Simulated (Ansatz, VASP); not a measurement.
## NaSe4: VASP beside Ansatz

The input INCAR:

```
SYSTEM = NaSe4
PREC = Accurate
ENCUT = 600
EDIFF = 1E-6
ISMEAR = 0
SIGMA = 0.1
LREAL = .False.
LASPH = .True.
NELM = 100
ALGO = Normal
ISIF = 3
LWAVE = .False.
LCHARG = .False.
GGA = PE
IBRION = 2
NSW = 100
EDIFFG = -0.01
```

The input KPOINTS:

```
regular mesh
0
Gamma
  8 8 8
  0 0 0
```

File POSCAR:

```
NaSe4
1.0
    5.0902067600      0.0000000000      0.0000000000
    0.0000000000      5.0902067600      0.0000000000
    0.0000000000      0.0000000000      5.0902067600
Na Se
1 4
Direct
    0.5000000000      0.5000000000      0.5000000000
    0.0000000000      0.5000000000      0.5000000000
    0.5000000000      0.0000000000      0.5000000000
    0.5000000000      0.5000000000      0.0000000000
    0.0000000000      0.0000000000      0.0000000000
```

Input for Ansatz:

```yaml
crystal:
  lattice:
    - [5.09020676, 0.0, 0.0]
    - [0.0, 5.09020676, 0.0]
    - [0.0, 0.0, 5.09020676]
  atoms:
    - { symbol: Na, position: [0.5, 0.5, 0.5] }
    - { symbol: Se, position: [0.0, 0.5, 0.5] }
    - { symbol: Se, position: [0.5, 0.0, 0.5] }
    - { symbol: Se, position: [0.5, 0.5, 0.0] }
    - { symbol: Se, position: [0.0, 0.0, 0.0] }
basis:
  ecutwfc: 420
kpoints:
  mp_grid: { grid: [8, 8, 8] }
hamiltonian:
  xc: pbe
scf:
  occupations: { method: gaussian, width: 0.1 }
output:
  forces: true
  stress: true
  eigenvalues: true
relax:
  adjacent_minimum: "off"
  f_tol: 0.01
  max_steps: 80
  cell: { stress_tol: 0.05 }
```

Alike in both runs: task relaxation of cell and atoms; functional PBE; k mesh 8 × 8 × 8; occupations gaussian, width 0.1 eV; no spin polarisation.

|  | VASP | Ansatz |
| --- | --- | --- |
| version | VASP 6.6.1 | Ansatz 0.2.0 |
| potentials or method | VASP PAW PBE potentials, release 64 (Na_pv, Se) | scalar-relativistic, plane waves, PAW |
| plane-wave cutoff (eV) | 600 | 420 |
| valence electrons in the cell | 31 | 73 |

```tsv
	VASP	Ansatz	Ansatz less VASP
gap on the k mesh at the Fermi level, each at its own relaxed structure (eV)	none	none	-
relaxed volume (Å³/atom)	26.38	26.38	0.000
relaxed cell length with the largest relative difference (Å)	5.090	5.090	0.0000
```

A gap of «none» marks a metal or a gap that the smearing closes. The two sets of potentials don't hold the same shells in valence.

Caveats: the relaxation stopped at its first step, so nothing moved.
